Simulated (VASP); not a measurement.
Here is the system:

```yaml
crystal:
  lattice:
    - [4.35845, 0.00000, 0.00000]
    - [0.00000, 4.35845, 0.00000]
    - [0.00000, 0.00000, 6.14605]
  atoms:
    - { symbol: Cd, position: [0.50000, 0.50000, 0.50000] }
    - { symbol: Hg, position: [0.00000, 0.00000, 0.00000] }
    - { symbol: Se, position: [0.00000, 0.50000, 0.25299] }
    - { symbol: Se, position: [0.50000, 0.00000, 0.74701] }
```

Level of theory: r2SCAN meta-GGA, VASP's PBE PAW potentials (set 64) (plane waves; VASP 6.6.1). Run with 400 eV cut-off, 6×6×4 Γ-centred mesh, tetrahedra with Blöchl corrections, potentials Cd Hg Se.

Unless said otherwise, spin-orbit coupling is left out, though it shifts the bands of the heavy elements here.

Give the energies of bands 8 to 21 at the high-symmetry points, in eV from the valence-band maximum.

```csv
band,Γ,X,M,Z,R,A
8,-6.65,-6.64,-6.49,-6.70,-6.64,-6.43
9,-6.65,-6.58,-6.42,-6.70,-6.46,-6.41
10,-6.43,-6.32,-6.27,-6.65,-6.24,-6.26
11,-6.28,-6.25,-6.12,-6.35,-6.13,-6.02
12,-6.14,-6.12,-6.12,-6.14,-6.10,-6.02
13,-4.50,-4.38,-4.89,-3.29,-5.08,-4.84
14,-2.02,-3.54,-4.04,-2.31,-4.51,-4.16
15,-2.02,-2.19,-2.06,-1.28,-0.98,-2.35
16,-0.02,-2.07,-1.98,-1.28,-0.89,-2.35
17,0.00,-0.98,-1.98,-0.93,-0.75,-2.32
18,0.00,-0.72,-1.91,-0.93,-0.69,-2.19
19,0.14,2.98,2.94,2.70,1.58,4.04
20,3.46,3.88,3.44,3.33,2.60,5.16
21,3.57,6.01,3.44,4.17,6.69,5.48
```

The gap is direct, 0.14 eV, from the valence maximum at Γ to the conduction minimum at Γ.

The structure comes from a computed database's CdHgSe2 entry (P-4m2); how it stands against other phases isn't given here. It was relaxed first.
